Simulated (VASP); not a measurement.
These are PBEsol GGA, VASP's PBE PAW potentials (set 64) (plane waves; VASP) values and carry that method's errors.

VASP ran on this input.

**POSCAR**
```
TaGe2
1
   -1.6781060766     1.6781060766     4.2256360651
    1.6781060766    -1.6781060766     4.2256360651
    1.6781060766     1.6781060766    -4.2256360651
Ta Ge
1 2
Direct
  0.0000000000   0.0000000000   1.0000000000
  0.3357131726   0.3357131726   1.0000000000
  0.6642868274   0.6642868274   0.0000000000
```

File KPOINTS:
```
Automatic mesh
0
Gamma
14 14 14
0 0 0
```

**INCAR**
```
# general
SYSTEM =TaGe2
PREC   =Accurate
ENCUT  =400
LREAL  =.False.
LASPH  =.True.

# electronic loop
EDIFF  =1E-7
NELM   =100
ALGO   =Normal
LMAXMIX=6

# smearing
ISMEAR =-5

# functional
GGA    =PS

# ions
ISIF   =2

# output
LWAVE  =.False.
LCHARG =.True.
LORBIT =11
NEDOS  =601

# other
LEFG   =.True.
```

POTCAR, in this order: Ta_pv Ge_d (PBE.64 set). Program: vasp_std.

Unless said otherwise, spin-orbit coupling is left out, though it shifts the bands of the heavy elements here.

What does the run give for the energy per atom (σ→0), band gap (on the k-mesh)?

The energy per atom (σ→0) comes out as -7.746 eV/atom and the band gap (on the k-mesh) is none (metal, semimetal or under 0.01 eV).

**OSZICAR**
```
...
DAV:   7    -0.232527105862E+02    0.97980E-01   -0.20911E-01 12901   0.555E+00    0.251E+00
DAV:   8    -0.232376630255E+02    0.15048E-01   -0.45039E-02 14215   0.163E+00    0.237E-01
DAV:   9    -0.232365180928E+02    0.11449E-02   -0.66316E-03 14113   0.116E+00    0.954E-02
DAV:  10    -0.232364995572E+02    0.18536E-04   -0.51969E-04 14208   0.213E-01    0.478E-02
DAV:  11    -0.232365013084E+02   -0.17511E-05   -0.56570E-05 13458   0.510E-02    0.140E-02
DAV:  12    -0.232365024086E+02   -0.11003E-05   -0.58310E-06 13695   0.252E-02    0.393E-03
DAV:  13    -0.232365023172E+02    0.91404E-07   -0.69595E-07 12115   0.904E-03
   1 F= -.23236502E+02 E0= -.23236502E+02  d E =0.000000E+00
```

The structure was generated: TaGe2 was put into the MoSi2 type (I4/mmm), which need not be its known phase. It was relaxed first. The electron count is odd and the run is not spin-polarised, which forces a metal.
